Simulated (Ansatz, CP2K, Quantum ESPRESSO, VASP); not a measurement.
# Code comparison for LaIn (Cm, 2 atoms in the cell)

Self-consistent single point, at a second geometry (lattice scaled by 0.98). First geometry:

```yaml
crystal:
  lattice:
    - [3.95408, 0.00000, 0.00000]
    - [0.00000, 3.95408, 0.00000]
    - [0.00000, 0.00000, 3.95408]
  atoms:
    - { symbol: La, position: [0.50280, 0.49724, 0.50460] }
    - { symbol: In, position: [0.99720, 0.00276, 0.99540] }
```

Shared settings, as Ansatz (an electronic-structure program) writes them: kpoints.mp_grid.grid = 6 6 6; scf.occupations.method = fermi_dirac; scf.occupations.width = 0.1 eV. Potentials and cutoffs stand in the table.

```tsv
code	model	ΔF from the first geometry (meV/atom)	pressure (GPa)	largest force (eV/Å)	cutoff
VASP	PBEsol, VASP's PBE PAW potentials (set 64)	-7.9	0.62	0.124	300 eV
CP2K	PBEsol, GPW, DZVP-MOLOPT-SR-GTH basis, GTH-PBE potentials (GTH_POTENTIALS)	0.0	1.71	0.135	grid 500 Ry
Ansatz	PBEsol, default PAW files made with PBE	-7.6	0.92	0.123	default
Quantum ESPRESSO	PBEsol, GBRV 1.5 ultrasoft (PBESOL) pseudopotentials	-7.1	0.48	0.123	40 Ry
```

For Quantum ESPRESSO (by 0.5 GPa) the energy change implies a higher mean pressure, against the two pressures, than for the other programs: a sign of finite-basis (Pulay) stress.

The spread over the programs that give each value: ΔF from the first geometry within 7.9 meV/atom; pressure within 1.23 GPa; largest force within 0.012 eV/Å.

CP2K uses small atom-centred bases, whose incompleteness enters pressures, forces and empty levels differently from a plane-wave cutoff. Ansatz's pressure is given at a fixed set of plane waves, as the other plane-wave codes print theirs. In the pressure, CP2K (by 1.09) lies more than 1 GPa from the median of the plane-wave programs.

VASP's run is marked for a possible Pulay error in its stress at this cutoff; no cutoff test was made.

The starting cell comes from a database of computed structures (which also holds hypothetical and non-ambient phases and stackings), without a prior relaxation at this level. Its atoms were displaced at random from the sites of space group no. 221. For this run, on top of that: lattice scaled by 0.98.

Left out of this page: Elk, FLEUR and SIESTA (not drawn, or without a comparable value).

Keys are those of Ansatz 0.2.
